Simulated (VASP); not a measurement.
The system is BiB.

```
B Bi
1.0
     0.00000    2.48047    2.48047
     2.48047    0.00000    2.48047
     2.48047    2.48047    0.00000
B Bi
1 1
Direct
  0.00000 0.00000 0.00000
  0.50000 0.50000 0.50000
```

The cell was built by a generator and needn't be a form met in nature.

- Program: VASP 6.6.1
- Task: relaxation of cell and atoms
- Functional: PBE
- Potentials or basis: VASP PAW PBE potentials, release 64 (B, Bi_d)
- Cutoff: 600 eV
- k mesh: 8 × 8 × 8
- Occupations: fermi-dirac, width 0.02 eV
- Spin: no spin polarisation

At the start: pressure 23.6 GPa; volume 15.26 Å³/atom.

Where does the relaxation end?

Over 3 steps the energy falls by 189.1 meV/atom and the volume is 18.34 Å³/atom (+20.2 %); space group Fm-3m (No. 225, to 0.05 Å).

Step by step:
| step | energy change (eV) | largest force (eV/Å) | pressure (GPa) | volume (Å³) |
| --- | --- | --- | --- | --- |
| 1 | 0.0000 | 0.0000 | 23.56 | 30.52 |
| 2 | -0.2505 | 0.0000 | -7.49 | 41.55 |
| 3 | -0.3782 | 0.0000 | -0.02 | 36.69 |

Final structure:
```cif
data_structure
_symmetry_space_group_name_H-M 'P 1'
_symmetry_Int_Tables_number 1
_cell_length_a 3.7298
_cell_length_b 3.7298
_cell_length_c 3.7298
_cell_angle_alpha 60.000
_cell_angle_beta 60.000
_cell_angle_gamma 60.000
_cell_volume 36.69
loop_
_atom_site_label
_atom_site_type_symbol
_atom_site_fract_x
_atom_site_fract_y
_atom_site_fract_z
_atom_site_occupancy
B1 B 0.00000 0.00000 0.00000 1
Bi1 Bi 0.50000 0.50000 0.50000 1
```

Caveat: the volume moved by over 15 % at a fixed basis, so the end points are rough.
